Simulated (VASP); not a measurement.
A cell of DyOs2Si2 (space group I4/mmm) near equilibrium:

```
CELL_PARAMETERS angstrom
     -2.08491     2.08491     4.79118
      2.08491    -2.08491     4.79118
      2.08491     2.08491    -4.79118
ATOMIC_POSITIONS crystal
  Dy 0.00000 0.00000 0.00000
  Si 0.62934 0.62934 0.00000
  Si 0.37066 0.37066 0.00000
  Os 0.75000 0.25000 0.50000
  Os 0.25000 0.75000 0.50000
```

Calculation: r2SCAN meta-GGA, VASP's PBE PAW potentials (set 64) (plane waves; VASP).

The 4f electrons are frozen in the core of the lanthanide potential, so 4f levels, which can set the real gap, and their magnetism are missing.

```json
[
 {"run": "as it is", "ΔE (meV/atom)": "0.0", "σxx": "-0.11", "σyy": "-0.11", "σzz": "0.08", "largest shear component, with its sign (GPa)": "0.00", "largest force (eV/Å)": "0.018"},
 {"run": "after one change", "ΔE (meV/atom)": "9.4", "σxx": "-6.19", "σyy": "-6.19", "σzz": "-5.12", "largest shear component, with its sign (GPa)": "0.00", "largest force (eV/Å)": "0.307"}
]
```
Stress is in GPa, positive when the cell is compressed.

Problem. Which change was made?
(A) atom 3 (Si) moved by 0.025 Å along z
(B) isotropic strain of +1.0 %
(C) atom 3 (Si) moved by 0.150 Å along z

Solution. B, isotropic strain of +1.0 %

The structure comes from a computed database's DyOs2Si2 entry (I4/mmm); how it stands against other phases isn't given here. The electron count is odd and the run is not spin-polarised, which forces a metal.
